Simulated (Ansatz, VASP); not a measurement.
One calculation of MgZrC, two programs

```xyz
6
Lattice="3.5314 0.0000 0.0000 -1.7657 3.0583 0.0000 0.0000 0.0000 8.2483" Properties=species:S:1:pos:R:3 pbc="T T T"
Mg    0.0000    0.0000    2.0621
Mg    0.0000    0.0000    6.1862
Zr    0.0000    0.0000    0.0000
Zr    0.0000    0.0000    4.1242
C     0.0000    2.0389    2.0621
C     1.7657    1.0194    6.1862
```

Alike in both runs: task single point; functional PBE; k mesh 6 × 6 × 2; occupations gaussian, width 0.1 eV; no spin polarisation.

```csv
,VASP,Ansatz
version,VASP 6.6.1,Ansatz 0.2.0
potentials or method,"VASP PAW PBE potentials, release 64 (Mg, Zr_sv, C)","scalar-relativistic, plane waves, PAW"
plane-wave cutoff (eV),520,420
valence electrons in the cell,36,52
```

|  | VASP | Ansatz | Ansatz less VASP |
| --- | --- | --- | --- |
| gap on the k mesh at the Fermi level (eV) | 0.06 | 0.06 | +0.003 |
| least direct gap on the mesh (eV) | 0.13 | 0.13 | -0.001 |
| pressure (GPa) | 26.3 | 25.4 | -0.85 |
| largest component of the traceless stress (GPa) | 75.38 | 74.37 | -1.007 |

The two sets of potentials don't hold the same shells in valence.

Caveats: so large a pressure means that the cell lies far from this level's equilibrium, or that cutoff or potentials fall short (VASP).
